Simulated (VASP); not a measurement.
Here is the system:

```yaml
crystal:
  lattice:
    - [5.78442, 0.00000, 0.00000]
    - [0.00000, 5.78442, 0.00000]
    - [0.00000, 0.00000, 5.78442]
  atoms:
    - { symbol: Cs, position: [0.00000, 0.00000, 0.00000] }
    - { symbol: Pb, position: [0.50000, 0.50000, 0.50000] }
    - { symbol: Cl, position: [0.50000, 0.00000, 0.50000] }
    - { symbol: Cl, position: [0.00000, 0.50000, 0.50000] }
    - { symbol: Cl, position: [0.50000, 0.50000, 0.00000] }
```

Method: PBE GGA with D4 dispersion, VASP's PBE PAW potentials (set 64) (plane waves; VASP). Run with 520 eV cut-off, 4×4×4 Γ-centred mesh, Gaussian smearing of 0.050 eV, potentials Cs_sv Pb_d Cl.

Unless said otherwise, spin-orbit coupling is left out, though it shifts the bands of the heavy elements here.

### Question
Predict the energy per atom (σ→0), pressure, band gap (on the k-mesh) with the smallest direct gap where there is one.

### Answer

```
Property                                     Result
-----------------------------------  --------------
band gap (on the k-mesh)                    2.30 eV
smallest direct gap (on the k-mesh)         2.30 eV
energy per atom (σ→0)                -3.687 eV/atom
pressure                                  -1.20 GPa
```

Only differences to runs with the same potentials and settings are physical.

The compound is CsPbCl3 in the cubic perovskite structure, the ideal cubic form; the compound distorts at low or room temperature. This cell is one point of a volume scan, at 1.06 of the reference volume.
